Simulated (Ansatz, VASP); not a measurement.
## InH: VASP beside Ansatz

Wanted: the spread between two codes on one cell, functional and k mesh. The cell is generated by rule, not measured, and may not be a known phase. The cell is taken from a series of runs on this material, whose earlier steps may have relaxed, scaled, displaced or heated it; both programs get it as it stands.

Calculated with Ansatz 0.2.0; plane waves, with VASP 6.6.1 beside it; single point at PBE.

The structure was built from a prototype and need not be the compound's stable phase.

### 1. The structure

Symmetry: R-3m, No. 166, trigonal system. The conventional cell has a = 3.555 Å, b = 3.555 Å, c = 17.414 Å, α = 90.00°, β = 90.00°, γ = 120.00°. In has 6 H at 2.22 Å nearest. Nearest to In lie 6 H at 2.90 Å. Nearest to H lie 3 In at 2.22 Å. Farther neighbours are not listed.

### 2. VASP: single point, PBE

A single point gives forces, pressure and levels at one fixed geometry, so differences don't come from the geometry; what else differs is listed under the comparison.

Lines of VASP's logs that name or quote its potential files are left out, and so is its time.

Contents of INCAR:

```
SYSTEM = InH
PREC = Accurate
ENCUT = 500
EDIFF = 1E-06
NELM = 120
ISMEAR = 1
SIGMA = 0.2
LREAL = .FALSE.
ALGO = Normal
GGA = PE
NBANDS = 20
LORBIT = 11
LWAVE = .FALSE.
LCHARG = .FALSE.
ISIF = 2
LASPH = .TRUE.
GGA_COMPAT = .FALSE.
```

Contents of POSCAR:

```
InH
1.0
    0.0000000000      2.5135637442      2.5135637442
   -2.5135637442      2.5135637442      0.0000000000
   -2.5135637442     -2.5135637442      5.0271274884
In H
2 2
Direct
    0.0000000000      0.5000000000      0.5000000000
    0.0000000000      0.0000000000      0.0000000000
    0.5689081712      0.2155459144      0.6466377432
    0.4310918288      0.7844540856      0.3533622568
```

Contents of KPOINTS:

```
Automatic mesh
0
Gamma
15 15 15
0 0 0
```

The projector-augmented-wave data sets are In_d and H (PBE family, release 64).

Command:

```bash
$ mpirun -np 1 vasp_std
```

Numbers of over 12 decimals in the logs are rounded to 6 here.

Output:

```text
[banner, memory and clock lines left out]
running    1 mpi-ranks, on    1 nodes
 distrk:  each k-point on    1 cores,    1 groups
 distr:  one band on    1 cores,    1 groups

 POSCAR found type information on POSCAR InH
 POSCAR found :  2 types and       4 ions
 LDA part: xc-table for (Slater+PW92), standard interpolation
 POSCAR, INCAR and KPOINTS ok, starting setup
 FFT: planning ... GRIDC
 FFT: planning ... GRID_SOFT
 FFT: planning ... GRID
 WAVECAR not read
 entering main loop
       N       E                     dE             d eps       ncg     rms          rms(c)
DAV:   1     0.215735236497E+03    0.21574E+03   -0.13390E+04 13780   0.176E+03
DAV:   2     0.593715661223E+01   -0.20980E+03   -0.20567E+03 13876   0.382E+02
DAV:   3    -0.102567027521E+02   -0.16194E+02   -0.15996E+02 16372   0.125E+02
DAV:   4    -0.107868632196E+02   -0.53016E+00   -0.52927E+00 16220   0.239E+01
DAV:   5    -0.108197341025E+02   -0.32871E-01   -0.32868E-01 20092   0.491E+00    0.490E+00
DAV:   6    -0.102715551610E+02    0.54818E+00   -0.82926E-01 18284   0.108E+01    0.230E+00
DAV:   7    -0.102087197742E+02    0.62835E-01   -0.49585E-01 17404   0.566E+00    0.682E-01
DAV:   8    -0.102094101490E+02   -0.69037E-03   -0.37907E-02 15120   0.199E+00    0.278E-01
DAV:   9    -0.102098376811E+02   -0.42753E-03   -0.26259E-03 15144   0.653E-01    0.141E-01
DAV:  10    -0.102099733045E+02   -0.13562E-03   -0.36827E-04 19420   0.148E-01    0.613E-02
DAV:  12    -0.102099986846E+02    0.17388E-05   -0.49325E-06 12740   0.154E-02    0.402E-03
DAV:  13    -0.102099987069E+02   -0.22326E-07   -0.96311E-07  8088   0.850E-03
   1 F= -.10209999E+02 E0= -.10209499E+02  d E =-.149987E-02
```

Parts of OUTCAR (step 2):

```text
ion  position               nearest neighbor table
   1  0.000  0.500  0.500-   3 2.22   4 2.22   3 2.22   3 2.22   4 2.22   4 2.22   2 3.55   2 3.55
                             2 3.55   2 3.55   2 3.55   2 3.55
   2  0.000  0.000  0.000-   1 3.55   1 3.55   1 3.55   1 3.55   1 3.55   1 3.55
   3  0.569  0.216  0.647-   1 2.22   1 2.22   1 2.22
   4  0.431  0.784  0.353-   1 2.22   1 2.22   1 2.22

  LATTYP: Found a trigonal (rhomboedric) cell.
 ALAT       =     6.1569486092
 COS(alpha) =     0.8333333333

 Subroutine GETGRP returns: Found 12 space group operations
 (whereof 12 operations were pure point group operations)

The static configuration has the point symmetry D_3d.

 Found    344 irreducible k-points:

   k-points           NKPTS =    344   k-points in BZ     NKDIM =    344   number of bands    NBANDS=     20

   dimension x,y,z NGX =    28 NGY =   28 NGZ =   48
   dimension x,y,z NGXF=    56 NGYF=   56 NGZF=   96

   ENCUT  =  500.0 eV  36.75 Ry    6.06 a.u.   6.48  6.48 11.23*2*pi/ulx,y,z

   NELECT =      28.0000    total number of electrons

 k-points in reciprocal lattice and weights: Automatic mesh
   0.00000000  0.00000000  0.00000000       0.000
   0.06666667  0.00000000  0.00000000       0.002
   0.13333333  0.00000000  0.00000000       0.002
   0.20000000  0.00000000  0.00000000       0.002
   0.26666667  0.00000000  0.00000000       0.002
   0.33333333  0.00000000  0.00000000       0.002
   0.40000000  0.00000000  0.00000000       0.002
   0.46666667  0.00000000  0.00000000       0.002
   0.00000000  0.06666667  0.00000000       0.002
[...]
0.00000000  0.00000000  0.46666667       0.001
  -0.06666667  0.00000000  0.46666667       0.002

 average (electrostatic) potential at core
       1 -95.1696       2 -95.2755       3 -30.7019       4 -30.7019

 E-fermi :   6.0981

 k-point     1 :       0.0000    0.0000    0.0000
  band No.  band energies     occupation
    ...
      9      -8.2795      2.00000
     10      -8.2795      2.00000
     11      -3.8620      2.00000
     12       0.9194      2.00000
     13       1.1208      2.00000
     14       8.7798     -0.00000
     15      11.5718      0.00000
     16      12.8514      0.00000
     17      12.8514      0.00000
     18      14.2723      0.00000
    ...

 k-point     2 :       0.0667    0.0000    0.0000
  band No.  band energies     occupation
    ...
      9      -8.2901      2.00000
     10      -8.2792      2.00000
     11      -3.7833      2.00000
     12       0.7064      2.00000
     13       1.4877      2.00000
     14       8.6628     -0.00000
     15      10.9069      0.00000
     16      12.3955      0.00000
     17      12.4602      0.00000
     18      14.0933      0.00000
    ...

 k-point     3 :       0.1333    0.0000    0.0000
  band No.  band energies     occupation
    ...
      9      -8.3172      2.00000
     10      -8.2783      2.00000
     11      -3.5464      2.00000
     12       0.5753      2.00000
     13       2.0709      2.00000
     14       8.2351     -0.00000
     15       9.7127     -0.00000
     16      11.1208      0.00000
     17      11.6772      0.00000
     18      13.7832      0.00000
    ...

  Total        0.0816183      0.0816183      0.0816183      0.3732635     -0.3732635     -0.3732635
  in kB        2.0585830      2.0585830      2.0585830      9.4144805     -9.4144805     -9.4144805
  external PRESSURE =       2.0585830 kB  Pullay stress =       0.0000000 kB

  energy-cutoff  :      500.00
  volume of cell :       63.52
      direct lattice vectors                 reciprocal lattice vectors
     0.000000000  2.513563744  2.513563744     0.198920756  0.198920756  0.198920756
    -2.513563744  2.513563744  0.000000000    -0.298381134  0.099460378 -0.099460378
    -2.513563744 -2.513563744  5.027127488    -0.099460378 -0.099460378  0.099460378

 POSITION                                       TOTAL-FORCE (eV/Angst)
 -----------------------------------------------------------------------------------
     -2.51356      0.00000      2.51356        -0.000000      0.000000      0.000000
      0.00000      0.00000      0.00000        -0.000000      0.000000      0.000000
     -2.16715      0.34641      4.68072        -0.005657     -0.005657      0.005657
     -2.85997      2.16715      2.85997         0.005657      0.005657     -0.005657
 -----------------------------------------------------------------------------------
    total drift:                               -0.000000     -0.000000      0.000000

  FREE ENERGIE OF THE ION-ELECTRON SYSTEM (eV)
  ---------------------------------------------------
  free  energy   TOTEN  =       -10.2099987069 eV

  energy  without entropy=      -10.2084988333  energy(sigma->0) =      -10.20949875

 total charge
# of ion       s       p       d       tot
------------------------------------------
    1        0.945   0.492   9.890  11.327
    2        1.070   0.340   9.848  11.257
    3        0.471   0.009   0.000   0.480
    4        0.471   0.009   0.000   0.480
--------------------------------------------------
tot          2.957   0.850  19.737  23.545

[... 3 further parts left out ...]
```

The run ends at a pressure of 0.21 GPa, with forces up to 0.0098 eV/Å.

### 3. Ansatz: single point, PBE

Ansatz runs on its default PAW (the set named soft_2) files.

The same cell, functional, mesh and smearing now go to Ansatz, which takes its cutoff from its data sets.

Contents of input.yaml:

```yaml
crystal:
  lattice:
    - [0.0, 2.5135637442, 2.5135637442]
    - [-2.5135637442, 2.5135637442, 0.0]
    - [-2.5135637442, -2.5135637442, 5.0271274884]
  atoms:
    - { symbol: In, position: [0.0, 0.5, 0.5] }
    - { symbol: In, position: [0.0, 0.0, 0.0] }
    - { symbol: H, position: [0.5689081712, 0.2155459144, 0.6466377432] }
    - { symbol: H, position: [0.4310918288, 0.7844540856, 0.3533622568] }
kpoints:
  mp_grid: { grid: [15, 15, 15] }
hamiltonian:
  xc: pbe
scf:
  occupations: { method: methfessel_paxton, width: 0.2 }
output:
  forces: true
  stress: true
  eigenvalues: true
```

Command:

```bash
$ ansatz run input.yaml --threads 4 --pin off --max-ram 7168MiB --backend cpu --events-out ev --progress --plain --runs-dir out
```

Output:

```text
Engine: ansatz 0.2.0, aarch64-unknown-linux-gnu
Pseudopotentials: kind: paw
Pseudopotential: In, paw, valence charge 13, recommended cutoff 420 eV (normal), In.paw.azcp
Pseudopotential: H, paw, valence charge 1, recommended cutoff 420 eV (normal), H.paw.azcp
Functional definition: PBE
  parameter kappa = 0.804
  parameter beta = 0.066725
  exchange = pbe_x(kappa = kappa, mu = beta*pi^2/3)
  correlation = pbe_c(beta = beta)
Crystal: 4 atoms, lattice volume = 63.523 Å³
Basis set: ecut = 420 eV, 1219 PW (Γ), exchange–correlation on 48×48×90 points (8 copies of the dense FFT grid, shifted against one another)
Bands: 18, of which v1, the nominal top of the filled ones, is band 14 counted from 1 (13 counted from 0)
Symmetry: 12 space group operations
Space group: R-3m (ITA 166), of the structure as read, at distance tolerance 4.0e-5 Å
k-points: 344 of 3375
Non-local potential: In, projectors of the file, l = 0: 2, l = 1: 2, l = 2: 2, l = 3: 2
Non-local potential: H, projectors of the file, l = 0: 2, l = 1: 1
PAW form: soft (Blöchl's): semilocal exchange-correlation on the pseudo side does not see the compensation charge
PAW one-centre angular grid: In, 590 points (default); XC on 64 Gauss nodes
PAW one-centre angular grid: H, 110 points (default); XC on 64 Gauss nodes
Initial density: superposition of atomic densities (neutral atoms: chi_scale 0, normalization atom), corrected by the library's trained network
Initial wavefunctions: pseudopotential atomic-orbital guess
Functional: x = pbe(κ = 0.804, μ = 0.219515), c = pbe(β = 0.066725)
SCF iter   1: F=—  HF=-11225.759600 eV  |F-HF|=—  |Δ(HF+E_count)|=         —  Δρ=2.83e-3  dr2=1.04e-2  ethr=1.77e-3  ⟨swp⟩=5.3  Hψ=28311  notcnv=0
preconditioner: auto → Kerker (q_TF=auto, 2.380 Å⁻¹)  [metal: Δε(μ)=0.009 eV  Ē_g=14.713 eV  σ=0.200 eV  W_gap=0.04  n_scr=16 (ndim 8)  ℏωp=24.7 eV  f_vac=0.000  D(μ)=1.30/eV (n_scr^D=2)]
SCF iter   2: F=—  HF=-11225.756324 eV  |F-HF|=—  |Δ(HF+E_count)|=   3.28e-3  S|Δr|=    0.00e0  Δρ=1.60e-3  dr2=4.30e-3  ethr=3.70e-5  ⟨swp⟩=1.4  Hψ=9143  notcnv=0
SCF iter   3: F=—  HF=-11225.755507 eV  |F-HF|=—  |Δ(HF+E_count)|=   8.17e-4  S|Δr|=    0.00e0  Δρ=6.33e-4  dr2=2.95e-4  ethr=1.53e-5  ⟨swp⟩=2.6  Hψ=10147  notcnv=0
SCF iter   4: F=—  HF=-11225.755434 eV  |F-HF|=—  |Δ(HF+E_count)|=   7.35e-5  S|Δr|=    0.00e0  Δρ=2.15e-4  dr2=6.06e-5  ethr=1.05e-6  ⟨swp⟩=2.7  Hψ=11339  notcnv=0
SCF iter   5: F=—  HF=-11225.755428 eV  |F-HF|=—  |Δ(HF+E_count)|=   5.58e-6  S|Δr|=    0.00e0  Δρ=1.10e-4  dr2=4.46e-6  ethr=2.16e-7  ⟨swp⟩=2.9  Hψ=10465  notcnv=0
SCF iter   6: F=-11225.755427 eV  HF=-11225.755427 eV  |F-HF|=3.27e-8  |Δ(HF+E_count)|=   1.34e-6  S|Δr|=    0.00e0  Δρ=1.09e-5  dr2=9.85e-8  ethr=3.57e-10  ⟨swp⟩=5.0  Hψ=29495  notcnv=0
SCF 1 converged in 6 iterations: F = -11225.755427 eV  dr2 = 9.85e-8
  greatest PAW one-centre occupation: 0.983 electrons in one spin orbital (limit 2), on the In atom at site 0 (counted from 0), in its partial waves of l = 2
SCF converged after 6 iterations
Stability not checked: this state was not tested for a lower state beside it, because cold or Methfessel-Paxton smearing, or corrected tetrahedra, fill the levels in a way that the test cannot read (fill_not_monotonic; see scf.lower_state_search)
Free energy (F): -11225.755427 eV
Harris-Foulkes:  -11225.755427 eV  (|F-HF|=3.27e-8)
Internal energy: -11225.753932 eV  (E = F + TS)
E sigma→0 (E₀):  -11225.755053 eV
Entropy (-TS):   -0.001494 eV (-0.374 meV/atom)
Fermi energy:    8.432547 eV
--- Per-component energies (eV) ---
  E_band       = -87.476716
  E_kinetic    = 507.020052
  E_local      = -2310.876187  (includes V_loc(G=0)·N_el)
  E_nonlocal   = 735.535912
  E_hartree    = 900.685719
  E_xc         = -448.728878
  E_vxc        = -221.555094  (∫ρ·V_xc dr)
  E_paw        = -8305.264153  (= ΣΔE_a)
  E_vpaw       = -598.964887  (= ΣTr[D̂ρ^β])
  E_aug_tail   = -0.002062  (compensation charges beyond the density's cutoff)
  E_ewald      = -2304.124335
  E_smearing   = -0.001494  (= −TS)
  E_closure    = -0.000000  (closes the sum)
  Σ components = -11225.755427   (vs F -11225.755427, Δ=0.00e0)
--- Forces (eV/Å), atoms counted from 1 ---
  atom   1  In    -0.00000000     0.00000000     0.00000000
  atom   2  In     0.00000000    -0.00000000    -0.00000000
  atom   3  H     -0.00550135    -0.00550135     0.00550135
  atom   4  H      0.00550135     0.00550135    -0.00550135
  max |Σ_I F_I| component: 1.73e-18 eV/Å
--- Stress (GPa, compression-positive) ---
        0.288952       0.941594      -0.941594
        0.941594       0.288952      -0.941594
       -0.941594      -0.941594       0.288952
  P = ⅓ Tr σ = 0.2890 GPa (2.890 kbar)
--- Band table (eV; the first three rows and the last of 344) ---
  k-point 0: bands = [... 10 lower, -1.5279, 3.2541, 3.4551, 11.1151, 13.9057, 15.1866, 15.1866, 16.6076]
  k-point 1: bands = [... 10 lower, -1.5113, 2.7950, 3.9425, 11.1069, 13.8925, 15.1945, 15.1945, 16.5783]
  k-point 2: bands = [... 10 lower, -1.4621, 2.2839, 4.5369, 11.0797, 13.8561, 15.2184, 15.2184, 16.4492]
  k-point 343: bands = [... 10 lower, 3.7734, 3.8833, 4.9303, 5.5874, 7.9545, 8.9751, 10.4248, 12.0140]
```

Reading the cycles: dr2 is the Hartree energy of the density residual (eV), the measure of convergence; HF is the Harris–Foulkes estimate of the energy, which meets the free energy F at convergence.

The run ends at a pressure of 0.29 GPa, with forces up to 0.0095 eV/Å.

### 4. Side by side

Known differences besides the potentials themselves: the cutoff is 420 eV in Ansatz and 500 eV in VASP. Total energies have different zeros and are not compared.

The two programs side by side:

```
      quantity  Ansatz  VASP  difference
pressure (GPa)    0.29  0.21       +0.08
```

### 5. Summary of results

```json
{
 "difference in pressure (single point, PBE)": "0.083 GPa"
}
```

In words: The difference in pressure is 0.083 GPa (single point, PBE), within the 1 GPa picked in this series as the mark of a large difference. How closely two codes agree says nothing of how well the functional describes the real material.

[Lines on the potential files, build, host, timing and source positions are cut from VASP's logs without a mark.]

[Logs are printed without paths, hosts, clocks, repeated set-up lines and the standing remarks that a program may print on its own settings, such as how far it seeks lower states.]

[Hosts, paths, dates, database ids (printed as entryN), source tags and the programs' standing remarks are cut or masked in the printed files.]
